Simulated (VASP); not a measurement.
Crystal: Nb3B5.

```xyz
8
Lattice="5.0567 0.0000 0.0000 -2.5284 4.3792 0.0000 0.0000 0.0000 4.4277" Properties=species:S:1:pos:R:3 pbc="T T T"
Nb    0.0000    2.9195    2.2139
Nb    2.5284    1.4597    2.2139
Nb    0.0000    0.0000    0.0000
B     0.0000    0.0000    1.5207
B     0.0000    0.0000    2.9071
B     2.5284    0.0000    2.2139
B    -1.2642    2.1896    2.2139
B     1.2642    2.1896    2.2139
```

The cell was built by a generator and needn't be a form met in nature.

* Program: VASP 6.6.1
* Task: relaxation of cell and atoms
* Functional: PBE
* Potentials or basis: VASP PAW PBE potentials, release 64 (Nb_sv, B)
* Cutoff: 520 eV
* k mesh: 4 × 4 × 4
* Occupations: gaussian, width 0.15 eV
* Spin: no spin polarisation

At the start: pressure 161.6 GPa; volume 12.26 Å³/atom.

Task: Where does the relaxation end?

Result: Over 18 steps the energy falls by 4836.5 meV/atom and the volume is 30.45 Å³/atom (+148.5 %); space group P6/mmm (No. 191, to 0.05 Å).

Step by step:
| step | energy change (eV) | largest force (eV/Å) | pressure (GPa) | volume (Å³) |
| --- | --- | --- | --- | --- |
| 1 | 0.0000 | 9.3630 | 161.59 | 98.05 |
| 2 | 112.0736 | 194.5161 | -17.41 | 392.86 |
| 3 | -23.7828 | 41.3368 | 42.17 | 149.13 |
| 4 | -25.8285 | 14.9590 | -5.98 | 346.53 |
| 5 | -35.1337 | 10.6309 | 7.32 | 218.36 |
| 6 | -35.2347 | 10.3435 | 9.01 | 214.31 |
| 7 | -35.3155 | 10.1555 | 9.94 | 210.05 |
| 8 | -34.5376 | 6.4196 | 20.78 | 177.86 |
| 9 | -35.2319 | 10.2248 | 10.70 | 206.86 |
| 10 | -36.9547 | 5.0432 | -3.95 | 271.15 |
| 11 | -37.0791 | 5.7699 | -1.11 | 255.44 |
| 12 | -38.1018 | 4.4098 | 0.39 | 242.95 |
| 13 | -38.5180 | 0.8263 | 3.21 | 229.86 |
| 14 | -38.5242 | 1.5009 | 2.76 | 231.55 |
| 15 | -38.5249 | 1.3284 | 2.86 | 231.09 |
| 16 | -38.6673 | 0.2586 | 1.22 | 238.36 |
| 17 | -38.6736 | 0.6511 | 0.96 | 240.00 |
| 18 | -38.6923 | 0.0730 | 0.15 | 243.61 |

Final structure:
```cif
data_structure
_symmetry_space_group_name_H-M 'P 1'
_symmetry_Int_Tables_number 1
_cell_length_a 7.0112
_cell_length_b 7.0112
_cell_length_c 5.7223
_cell_angle_alpha 90.000
_cell_angle_beta 90.000
_cell_angle_gamma 120.000
_cell_volume 243.61
loop_
_atom_site_label
_atom_site_type_symbol
_atom_site_fract_x
_atom_site_fract_y
_atom_site_fract_z
_atom_site_occupancy
Nb1 Nb 0.33333 0.66667 0.50000 1
Nb2 Nb 0.66667 0.33333 0.50000 1
Nb3 Nb 0.00000 0.00000 0.00000 1
B1 B 0.00000 0.00000 0.36217 1
B2 B 0.00000 0.00000 0.63783 1
B3 B 0.50000 0.00000 0.50000 1
B4 B 0.00000 0.50000 0.50000 1
B5 B 0.50000 0.50000 0.50000 1
```

Caveat: the volume moved by over 15 % at a fixed basis, so the end points are rough.
